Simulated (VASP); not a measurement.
```yaml
crystal:
  lattice:
    - [1.97558, 1.14060, 6.45228]
    - [-1.97558, 1.14060, 6.45228]
    - [0.00000, -2.28120, 6.45228]
  atoms:
    - { symbol: Zn, position: [0.00379, 0.00379, 0.00379] }
    - { symbol: Zn, position: [0.49635, 0.49635, 0.49635] }
    - { symbol: Se, position: [0.62443, 0.62443, 0.62443] }
    - { symbol: S, position: [0.12541, 0.12541, 0.12541] }
```

Method: modified Becke-Johnson potential (mBJ), VASP's PBE PAW potentials (set 64) (plane waves; VASP 6.6.1). Settings: 400 eV cut-off, 6×6×6 Γ-centred mesh, Gaussian smearing of 0.050 eV, potentials Zn Se S.

mBJ is a potential without an energy functional, so only the levels count.

Predict the band gap (over mesh and band path) with the smallest direct gap where there is one.

```yaml
band gap (over mesh and band path): 2.99 eV
smallest direct gap (over mesh and band path): 2.99 eV
```

The structure comes from a computed database's Zn2SeS entry (R3m); how it stands against other phases isn't given here. It was relaxed first. The cell's shape comes from a PBE relaxation.
